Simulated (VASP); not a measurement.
An input for Quantum ESPRESSO's pw.x (written as the equivalent of a VASP run, and not itself run):

```
&CONTROL
  calculation = 'scf'
  pseudo_dir = './pseudo'
  outdir = './out'
  tprnfor = .true.
  tstress = .true.
/
&SYSTEM
  ibrav = 0
  nat = 2
  ntyp = 2
  ecutwfc = 88
  occupations = 'smearing'
  smearing = 'gaussian'
  degauss = 0.003675
  input_dft = 'vdw-df2'
/
&ELECTRONS
  conv_thr = 7.3e-09
  electron_maxstep = 100
/
ATOMIC_SPECIES
  Be 9.012 Be.upf
  Te 127.600 Te.upf
CELL_PARAMETERS angstrom
     0.0000000    2.9178662    2.9178662
     2.9178662    0.0000000    2.9178662
     2.9178662    2.9178662    0.0000000
ATOMIC_POSITIONS crystal
  Be   0.0000000  0.0000000  0.0000000
  Te   0.2500000  0.2500000  0.2500000
K_POINTS automatic
  8 8 8 0 0 0
```

### Question
Translate this input to VASP (INCAR, KPOINTS, POSCAR, choice of POTCAR).

### Answer
Several could match; the one computed here: 
### KPOINTS
```
Automatic mesh
0
Gamma
8 8 8
0 0 0
```

**INCAR**
```
SYSTEM = BeTe
PREC = Accurate
ENCUT = 520
EDIFF = 1E-7
NELM = 100
ALGO = Normal
LREAL = .FALSE.
LASPH = .TRUE.
ISMEAR = 0
SIGMA = 0.05
GGA = ML
ZAB_VDW = -1.8867
LUSE_VDW = .TRUE.
AGGAC = 0.0
LMAXMIX = 4
LWAVE = .FALSE.
LCHARG = .FALSE.
ISIF = 2
```

File POSCAR:
```
BeTe
1.0
  0.0000000000   2.9178661975   2.9178661975
  2.9178661975   0.0000000000   2.9178661975
  2.9178661975   2.9178661975   0.0000000000
Be Te
1 1
direct
  0.0000000000   0.0000000000   0.0000000000
  0.2500000000   0.2500000000   0.2500000000
```

POTCAR, in this order: Be Te (PBE.64 set). Program: vasp_std.

Limits of the translation: the potentials are each code's own (VASP's PAW set, PseudoDojo norm-conserving files in pw.x), so ENCUT and ecutwfc are chosen apart and not converted; conv_thr bounds pw.x's estimated SCF error, while EDIFF bounds the energy change between steps.

The compound is BeTe in the zinc blende structure. This cell is one point of a volume scan, at 1.03 of the reference volume.
